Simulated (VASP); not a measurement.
Output of a VASP run:

### OSZICAR
```
...
RMM:   3    -0.178819339351E+03   -0.45416E-03   -0.52116E-03  1382   0.145E-01    0.911E-02
RMM:   4    -0.178819379549E+03   -0.40198E-04   -0.82675E-04  1405   0.671E-02    0.826E-02
RMM:   5    -0.178819369641E+03    0.99084E-05   -0.26428E-04  1375   0.311E-02    0.173E-02
RMM:   6    -0.178819374841E+03   -0.52008E-05   -0.42554E-05  1024   0.121E-02
  12 F= -.17881937E+03 E0= -.17881937E+03  d E =-.894364E-02  mag=     2.0000
       N       E                     dE             d eps       ncg     rms          rms(c)
DAV:   1    -0.178819426957E+03   -0.57316E-04   -0.34433E+00  1408   0.313E+00    0.290E-01
RMM:   2    -0.178821951706E+03   -0.25247E-02   -0.27444E-02  1376   0.296E-01    0.887E-02
RMM:   3    -0.178822267551E+03   -0.31584E-03   -0.35063E-03  1382   0.115E-01    0.766E-02
RMM:   4    -0.178822290533E+03   -0.22982E-04   -0.52356E-04  1411   0.517E-02    0.678E-02
RMM:   5    -0.178822279094E+03    0.11439E-04   -0.17627E-04  1365   0.250E-02    0.129E-02
RMM:   6    -0.178822282017E+03   -0.29229E-05   -0.25617E-05   908   0.963E-03
  13 F= -.17882228E+03 E0= -.17882228E+03  d E =-.290718E-02  mag=     2.0000
       N       E                     dE             d eps       ncg     rms          rms(c)
DAV:   1    -0.178821627640E+03    0.65145E-03   -0.13631E+00  1464   0.197E+00    0.185E-01
RMM:   2    -0.178822637306E+03   -0.10097E-02   -0.11009E-02  1376   0.187E-01    0.567E-02
RMM:   3    -0.178822766119E+03   -0.12881E-03   -0.14120E-03  1383   0.726E-02    0.490E-02
RMM:   4    -0.178822775897E+03   -0.97781E-05   -0.21214E-04  1409   0.329E-02    0.430E-02
RMM:   5    -0.178822771911E+03    0.39858E-05   -0.71099E-05  1102   0.158E-02
  14 F= -.17882277E+03 E0= -.17882277E+03  d E =-.339707E-02  mag=     2.0000
       N       E                     dE             d eps       ncg     rms          rms(c)
DAV:   1    -0.178822936691E+03   -0.16079E-03   -0.11238E+00  1424   0.187E+00    0.228E-01
RMM:   2    -0.178824236725E+03   -0.13000E-02   -0.14793E-02  1376   0.210E-01    0.661E-02
RMM:   3    -0.178824384289E+03   -0.14756E-03   -0.18455E-03  1385   0.807E-02    0.552E-02
RMM:   4    -0.178824390558E+03   -0.62685E-05   -0.27121E-04  1400   0.368E-02    0.435E-02
RMM:   5    -0.178824383751E+03    0.68068E-05   -0.75978E-05  1168   0.179E-02
  15 F= -.17882438E+03 E0= -.17882438E+03  d E =-.161184E-02  mag=     2.0000
       N       E                     dE             d eps       ncg     rms          rms(c)
DAV:   1    -0.178824361060E+03    0.29497E-04   -0.98312E-02  1520   0.552E-01    0.690E-02
RMM:   2    -0.178824474678E+03   -0.11362E-03   -0.13278E-03  1376   0.631E-02    0.223E-02
RMM:   3    -0.178824489178E+03   -0.14501E-04   -0.17400E-04  1369   0.246E-02    0.175E-02
RMM:   4    -0.178824490156E+03   -0.97794E-06   -0.26883E-05   901   0.116E-02
  16 F= -.17882449E+03 E0= -.17882449E+03  d E =-.171825E-02  mag=     2.0000
       N       E                     dE             d eps       ncg     rms          rms(c)
DAV:   1    -0.178824888608E+03   -0.39943E-03   -0.83174E-01  1408   0.155E+00    0.139E-01
RMM:   2    -0.178825423828E+03   -0.53522E-03   -0.59354E-03  1376   0.144E-01    0.439E-02
RMM:   3    -0.178825486802E+03   -0.62973E-04   -0.76453E-04  1382   0.539E-02    0.364E-02
RMM:   4    -0.178825490489E+03   -0.36872E-05   -0.11705E-04  1395   0.247E-02    0.300E-02
RMM:   5    -0.178825486891E+03    0.35979E-05   -0.36123E-05  1019   0.120E-02
  17 F= -.17882549E+03 E0= -.17882549E+03  d E =-.996735E-03  mag=     2.0000
```

File OUTCAR:
```
------------------------ aborting loop because EDIFF is reached ----------------------------------------
  FORCE on cell =-STRESS in cart. coord.  units (eV):
  Direction    XX          YY          ZZ          XY          YZ          ZX
  --------------------------------------------------------------------------------------
  Total        7.9655656      7.9686522     13.1441941      0.0133684      0.0120199     -0.3130703
  in kB        8.4297379      8.4330044     13.9101373      0.0141474      0.0127203     -0.3313137
  external PRESSURE =      10.2576265 kB  Pullay stress =       0.0000000 kB
  volume of cell :     1513.96
      direct lattice vectors                 reciprocal lattice vectors
    11.482533193  0.000000000  0.000000000     0.087088797  0.000000000  0.000000000
     0.000000000 11.482533193  0.000000000     0.000000000  0.087088797  0.000000000
     0.000000000  0.000000000 11.482533193     0.000000000  0.000000000  0.087088797
  FREE ENERGIE OF THE ION-ELECTRON SYSTEM (eV)
  ---------------------------------------------------
  free  energy   TOTEN  =      -178.8254868908 eV

  energy  without entropy=     -178.8254868908  energy(sigma->0) =     -178.82548689

 total charge

# of ion       s       p       d       tot
------------------------------------------
    1        0.528   0.412   9.782  10.722
    2        0.532   0.426   9.783  10.740
    3        0.530   0.418   9.782  10.730
    4        0.530   0.414   9.782  10.726
    5        0.528   0.411   9.782  10.721
    6        0.532   0.426   9.783  10.741
    7        0.529   0.413   9.782  10.724
    8        0.525   0.395   9.781  10.701
    9        0.562   0.297   9.759  10.618
   10        0.558   0.307   9.760  10.625
   11        0.530   0.418   9.782  10.730
   12        0.563   0.295   9.759  10.617
   13        0.528   0.412   9.782  10.722
   14        0.529   0.414   9.782  10.724
   15        0.530   0.413   9.782  10.726
   16        0.530   0.418   9.782  10.730
   17        0.530   0.417   9.782  10.730
   18        0.530   0.418   9.782  10.731
   19        0.525   0.395   9.781  10.701
   20        0.530   0.418   9.782  10.730
   21        0.558   0.308   9.760  10.626
   22        0.530   0.418   9.782  10.730
   23        0.530   0.413   9.782  10.726
   24        0.532   0.426   9.783  10.741
   25        0.532   0.426   9.783  10.740
   26        0.525   0.395   9.781  10.701
   27        0.530   0.418   9.782  10.730
   28        0.525   0.395   9.781  10.701
   29        0.528   0.411   9.782  10.722
   30        0.529   0.414   9.782  10.725
   31        0.529   0.414   9.782  10.724
   32        0.530   0.413   9.782  10.726
   33        1.444   2.409   0.026   3.879
   34        1.444   2.410   0.026   3.880
   35        1.448   2.384   0.023   3.855
   36        1.442   2.417   0.025   3.884
   37        1.444   2.408   0.026   3.878
   38        1.444   2.410   0.026   3.880
   39        1.442   2.417   0.025   3.884
   40        1.448   2.384   0.023   3.855
   41        1.447   2.386   0.023   3.856
   42        1.444   2.409   0.026   3.879
   43        1.444   2.408   0.026   3.878
   44        1.441   2.422   0.026   3.890
   45        1.442   2.417   0.025   3.884
   46        1.442   2.416   0.025   3.883
   47        1.443   2.419   0.025   3.887
   48        1.447   2.386   0.023   3.856
...
```
(Selected blocks of OUTCAR.)

### POSCAR
```
Zn32Se31
1
   11.4825331932     0.0000000000     0.0000000000
    0.0000000000    11.4825331932     0.0000000000
   -0.0000000000    -0.0000000000    11.4825331932
Zn Se
32 31
Direct
  0.5014442276   0.0032104262   0.0042996580
  0.7505697955   0.2503907092   0.0012361128
  0.7507505856   0.0032754805   0.2520701367
  0.9999471554   0.0001772210   0.0004833111
  0.2535610031   0.2515006772   0.0045489696
  0.5004333949   0.5004506387   0.0019020756
  0.7500626002   0.7472777427   0.0036398308
  0.2566857197   0.0064633624   0.2531773724
  0.5382783180   0.2874920405   0.2597424993
  0.7153690598   0.4613497389   0.2569213904
  0.4998156422   0.0034562262   0.4988416070
  0.7107003690   0.2850882608   0.4885327635
  0.7492963266   0.0030562561   0.7462829798
  0.9981878714   0.5003610980   0.0024016126
  0.2501215434   0.7498784503   0.0005023820
  0.9971801542   0.2499645479   0.2522796299
  0.2529479426   0.5007092656   0.2518431970
  0.5005352590   0.7463246763   0.2523412420
  0.9941337609   0.0055849690   0.4979654316
  0.2528383797   0.2503173715   0.4986704469
  0.5317151804   0.4637915699   0.4911122976
  0.7502753479   0.7467355850   0.4983388254
  0.2505006693   0.0003671874   0.7502142679
  0.5004647481   0.2502775866   0.7487930606
  0.7495431105   0.4997537316   0.7484511857
  0.9946382670   0.7448272621   0.2535243022
  0.9969505183   0.5001682343   0.4984620683
  0.2547789701   0.7448216727   0.4981361941
  0.9965191222   0.2511418100   0.7454788646
  0.2517917631   0.5005124844   0.7476941156
  0.5009282228   0.7480481301   0.7467453567
  0.9998672094   0.7502778913   0.7498638870
  0.6260145185   0.1282024019   0.1280719584
  0.8729871769   0.3747358395   0.1276995193
  0.8637003310   0.1361298360   0.3790730111
  0.1251242524   0.1254101167   0.1260326114
  0.3783969955   0.3757520115   0.1282886150
  0.6258280022   0.6207777670   0.1294573516
  0.8742884811   0.8756870628   0.1263179554
  0.3870081804   0.1369485243   0.3712898631
  0.8635630753   0.6131334898   0.3699492599
  0.6253523223   0.1285463999   0.6215953409
  0.8694227939   0.3737803183   0.6193130629
  0.8750238431   0.1253034593   0.8746614707
  0.1257448634   0.6248260687   0.1263027764
  0.3759933093   0.8748642075   0.1259976584
  0.1251924217   0.3751790555   0.3752036779
  0.3858899710   0.6137244380   0.3796466274
  0.6251076898   0.8754467554   0.3751171202
  0.1248091988   0.1264893270   0.6246938050
  0.3776733085   0.3750985981   0.6228420733
  0.6234950102   0.6203117519   0.6201848609
  0.8739970518   0.8753456101   0.6242193692
  0.3751785355   0.1249846930   0.8757701462
  0.6251045471   0.3750084251   0.8752937617
  0.8747835582   0.6252423701   0.8755905915
  0.1251460141   0.8754102978   0.3745643355
  0.1249960053   0.6243748011   0.6243418598
  0.3764464945   0.8751563211   0.6245341901
  0.1252010346   0.3746227204   0.8751228390
  0.3756923237   0.6254920965   0.8753679799
  0.6250768173   0.8753766445   0.8755874181
  0.1251996349   0.8752962867   0.8753518156
```

Task: Reconstruct the remaining input files.

Result: One answer among several that fit: the input of the run itself, PBE GGA, plane waves, VASP's PBE PAW potentials (set 64).

INCAR:
```
SIGMA=0.05   ! width (eV)
LORBIT=10
EDIFF=1E-5   ! SCF stop (eV)
NUPDOWN=2
LASPH=.TRUE.
ALGO=Fast
LREAL=Auto   ! projection in real space or not
ISIF=2   ! forces and stress, cell fixed
EDIFFG=-0.03   ! ionic stop
SYSTEM=Zn32Se31
NELECT=572.0
PREC=Normal
NSW=120   ! most ionic steps
LCHARG=.FALSE.
ENCUT=400
ISMEAR=0
LWAVE=.FALSE.
ISYM=0
NELMIN=4
NELM=100
LMAXMIX=4   ! l cut-off of mixed one-centre charges
GGA=PE   ! PBE
MAGMOM=63*0.0317
ISPIN=2   ! spin-polarised
IBRION=2
```

File KPOINTS:
```
Automatic mesh
0
Gamma
1 1 1
0 0 0
```

POTCAR, in this order: Zn Se (PBE.64 set). Program: vasp_gam.

The cell is charged, with a uniform compensating background. The supercell is sampled at Γ alone, which is coarse: total energies, pressure and levels can be off, energies of defects by several tenths of an eV.

The cell is a supercell with a defect, built from ZnSe (zinc blende): vac_Se, charge -2.
